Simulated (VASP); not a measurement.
Zr, 2 atoms in the cell. It takes space group P6_3/mmc (No. 194, hexagonal). Conventional cell: a = 3.232 Å, b = 3.232 Å, c = 5.147 Å, α = 90.00°, β = 90.00°, γ = 120.00°. Around Zr (site symmetry -6m2) lie 12 Zr at 3.18 to 3.23 Å. 

* Program: VASP 6.6.1
* Task: relaxation of cell and atoms
* Functional: PBE
* Potentials or basis: VASP PAW PBE potentials, release 64 (Zr_sv)
* Cutoff: 600 eV
* k mesh: 15 × 15 × 9
* Occupations: methfessel-paxton, width 0.1 eV
* Spin: no spin polarisation
* Further INCAR settings: ALGO = Normal; EDIFF = 1e-06; IBRION = 2; EDIFFG = -0.01; NSW = 90; ISIF = 3

Potentials or basis: VASP PAW PBE potentials, release 64 (Zr_sv).

Command:

```console
$ cat potpaw_PBE.64/Zr_sv/POTCAR > POTCAR
$ mpirun -np 1 vasp_std > vasp.out
```

Hardware: 1 thread of AMD EPYC 9R45 (Zen 5) (shared host).

Task: Estimate the wall time of this run.

Result: Wall time 3.1 min on 1 thread of AMD EPYC 9R45 (Zen 5), with other jobs on the host, peak memory 0.23 GiB. Counts: scf iterations 38, k points 135, ion steps 6.
